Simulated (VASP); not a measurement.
Computed with PBE GGA, VASP's PBE PAW potentials (set 64) (plane waves; VASP).

The input files of a VASP run:

**INCAR**
```
SYSTEM = BC31Si32
PREC = Normal; ENCUT = 400; LREAL = Auto
LASPH = .TRUE.; ISYM = 0; NELECT = 257.0
EDIFF = 1E-5; NELM = 100; NELMIN = 4
ALGO = Fast
ISMEAR = 0; SIGMA = 0.05
GGA = PE
ISPIN = 2; MAGMOM = 64*0.0156; NUPDOWN = 1
IBRION = 2; NSW = 60; ISIF = 2
EDIFFG = -0.03
LWAVE = .FALSE.; LCHARG = .FALSE.; LORBIT = 10
```

POSCAR:
```
BC31Si32
1
    8.7583314355     0.0000000000     0.0000000000
    0.0000000000     8.7583314355    -0.0000000000
   -0.0000000000    -0.0000000000     8.7583314355
Si C B
32 31 1
Direct
  0.5000000000   0.0000000000   0.0000000000
  0.7500000000   0.2500000000   0.0000000000
  0.7500000000   0.0000000000   0.2500000000
  0.0000000000   0.0000000000   0.0000000000
  0.2500000000   0.2500000000   0.0000000000
  0.5000000000   0.5000000000   0.0000000000
  0.7500000000   0.7500000000   0.0000000000
  0.2500000000   0.0000000000   0.2500000000
  0.4943630000   0.2545240000   0.2483280000
  0.7493970000   0.5046840000   0.2516320000
  0.5000000000   0.0000000000   0.5000000000
  0.7503080000   0.2470750000   0.4945920000
  0.7500000000   0.0000000000   0.7500000000
  0.0000000000   0.5000000000   0.0000000000
  0.2500000000   0.7500000000   0.0000000000
  0.0000000000   0.2500000000   0.2500000000
  0.2500000000   0.5000000000   0.2500000000
  0.5000000000   0.7500000000   0.2500000000
  0.0000000000   0.0000000000   0.5000000000
  0.2500000000   0.2500000000   0.5000000000
  0.4952420000   0.5010040000   0.5026030000
  0.7500000000   0.7500000000   0.5000000000
  0.2500000000   0.0000000000   0.7500000000
  0.5000000000   0.2500000000   0.7500000000
  0.7500000000   0.5000000000   0.7500000000
  0.0000000000   0.7500000000   0.2500000000
  0.0000000000   0.5000000000   0.5000000000
  0.2500000000   0.7500000000   0.5000000000
  0.0000000000   0.2500000000   0.7500000000
  0.2500000000   0.5000000000   0.7500000000
  0.5000000000   0.7500000000   0.7500000000
  0.0000000000   0.7500000000   0.7500000000
  0.6230690000   0.1199540000   0.1236960000
  0.8698040000   0.3786850000   0.1260540000
  0.8732830000   0.1222160000   0.3693940000
  0.1250000000   0.1250000000   0.1250000000
  0.3773910000   0.3802000000   0.1261690000
  0.6226790000   0.6255120000   0.1303110000
  0.8750000000   0.8750000000   0.1250000000
  0.3727630000   0.1208580000   0.3804490000
  0.8720160000   0.6270220000   0.3741880000
  0.6286910000   0.1265820000   0.6307010000
  0.8771860000   0.3726650000   0.6280960000
  0.8750000000   0.1250000000   0.8750000000
  0.1250000000   0.6250000000   0.1250000000
  0.3750000000   0.8750000000   0.1250000000
  0.1250000000   0.3750000000   0.3750000000
  0.3793210000   0.6273110000   0.3712690000
  0.6250000000   0.8750000000   0.3750000000
  0.1250000000   0.1250000000   0.6250000000
  0.3713450000   0.3739710000   0.6267510000
  0.6198160000   0.6245160000   0.6205750000
  0.8750000000   0.8750000000   0.6250000000
  0.3750000000   0.1250000000   0.8750000000
  0.6250000000   0.3750000000   0.8750000000
  0.8750000000   0.6250000000   0.8750000000
  0.1250000000   0.8750000000   0.3750000000
  0.1250000000   0.6250000000   0.6250000000
  0.3750000000   0.8750000000   0.6250000000
  0.1250000000   0.3750000000   0.8750000000
  0.3750000000   0.6250000000   0.8750000000
  0.6250000000   0.8750000000   0.8750000000
  0.1250000000   0.8750000000   0.8750000000
  0.6298970000   0.3738590000   0.3746380000
```

File KPOINTS:
```
Automatic mesh
0
Gamma
1 1 1
0 0 0
```

POTCAR, in this order: Si C B (PBE.64 set). Program: vasp_gam.

Q: What will the output report for the number of irreducible k-points (NKPTS), largest plane-wave count, FFT grid (NGX, NGY, NGZ)?

A: 
The number of irreducible k-points (NKPTS) is 1 and the largest plane-wave count is 6075. The FFT grid (NGX, NGY, NGZ) is 48 × 48 × 48.

The cell is a supercell with a defect, built from SiC (zinc blende): B_C, charge -2.
